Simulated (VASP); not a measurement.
Calculation: PBE GGA, VASP's PBE PAW potentials (set 64) (plane waves; VASP).

VASP input:

KPOINTS:
```
Automatic
0
G
  6 6 4
0 0 0
```

INCAR:
```
ISMEAR = 0
ALGO = Normal
LREAL = .FALSE.
SYSTEM = PtSe2
PREC = Accurate
ISIF = 2   # forces and stress, cell fixed
EDIFF = 1E-6   # SCF stop (eV)
SIGMA = 0.05   # width (eV)
NELM = 100   # most electronic steps
LASPH = .TRUE.   # aspherical one-centre terms
GGA = PE
LWAVE = .FALSE.
LCHARG = .FALSE.
NELECT = 22.1
LMAXMIX = 6   # l cut-off of mixed one-centre charges
ENCUT = 400
```

File POSCAR:
```
PtSe2
1
    1.8169020000    -3.2251260000     0.0000000000
    1.8169020000     3.2251260000     0.0000000000
    0.0000000000     0.0000000000     4.9727720000
Pt Se
1 2
Direct
  0.0000000000   0.0000000000   0.0000000000
  0.3333330000   0.6666670000   0.2550000000
  0.6876960000   0.3543620000   0.7450000000
```

POTCAR, in this order: Pt Se (PBE.64 set). Program: vasp_std.

Output

OSZICAR:
```
       N       E                     dE             d eps       ncg     rms          rms(c)
DAV:   1     0.977515202652E+02    0.97752E+02   -0.88817E+03  2400   0.104E+03
DAV:   2    -0.104057758331E+02   -0.10816E+03   -0.10589E+03  2959   0.216E+02
DAV:   3    -0.140201608977E+02   -0.36144E+01   -0.36022E+01  2749   0.428E+01
DAV:   4    -0.140440235895E+02   -0.23863E-01   -0.23860E-01  2819   0.378E+00
DAV:   5    -0.140442986332E+02   -0.27504E-03   -0.27504E-03  2819   0.379E-01    0.145E+01
DAV:   6    -0.134755117151E+02    0.56879E+00   -0.42432E+00  2301   0.207E+01    0.848E+00
DAV:   7    -0.133414857389E+02    0.13403E+00   -0.79778E-01  2294   0.958E+00    0.434E+00
DAV:   8    -0.133204421265E+02    0.21044E-01   -0.45825E-02  2448   0.191E+00    0.777E-01
DAV:   9    -0.133183709712E+02    0.20712E-02   -0.86094E-03  2609   0.986E-01    0.136E-01
DAV:  10    -0.133185450922E+02   -0.17412E-03   -0.10247E-03  2714   0.275E-01    0.516E-02
DAV:  11    -0.133185527486E+02   -0.76564E-05   -0.61016E-05  2903   0.830E-02    0.241E-02
DAV:  12    -0.133185536260E+02   -0.87732E-06   -0.14143E-05  2539   0.336E-02    0.312E-03
DAV:  13    -0.133185539865E+02   -0.36056E-06   -0.13366E-06  2029   0.992E-03
   1 F= -.13318554E+02 E0= -.13317933E+02  d E =-.124168E-02
```

### OUTCAR
```
------------------------ aborting loop because EDIFF is reached ----------------------------------------
  FORCE on cell =-STRESS in cart. coord.  units (eV):
  Direction    XX          YY          ZZ          XY          YZ          ZX
  --------------------------------------------------------------------------------------
  Total        7.2365464      5.7340157      4.9238336      0.4955379      0.6527401      0.8459036
  in kB      198.9459939    157.6386579    135.3652586     13.6232504     17.9450277     23.2554484
  external PRESSURE =     163.9833035 kB  Pullay stress =       0.0000000 kB
  volume of cell :       58.28
      direct lattice vectors                 reciprocal lattice vectors
     1.816902000 -3.225126000  0.000000000     0.275193709 -0.155032703  0.000000000
     1.816902000  3.225126000  0.000000000     0.275193709  0.155032703  0.000000000
     0.000000000  0.000000000  4.972772000     0.000000000  0.000000000  0.201095083
 POSITION                                       TOTAL-FORCE (eV/Angst)
 -----------------------------------------------------------------------------------
      0.00000      0.00000      0.00000         0.719478      0.051066      0.064364
      1.81690      1.07504      1.26806         0.036977      0.152136      0.896072
      1.89332     -1.07504      3.70472        -0.756455     -0.203202     -0.960435
 -----------------------------------------------------------------------------------
    total drift:                                0.000037     -0.000001     -0.000005
  FREE ENERGIE OF THE ION-ELECTRON SYSTEM (eV)
  ---------------------------------------------------
  free  energy   TOTEN  =       -13.3185539865 eV

  energy  without entropy=      -13.3173123069  energy(sigma->0) =      -13.31793315
```
(Selected blocks of OUTCAR.)

The cell is charged, with a uniform compensating background.

The compound is PtSe2 in the 1T layered structure. The cell was not relaxed at this level, atoms are displaced from their ideal sites. The k-mesh is coarse (spacing up to 0.33 per Å, 2π included), so the numbers may not be converged in it. The run is one of a series of settings (NELECT = 22.1 against the base run), some of them coarse on purpose.
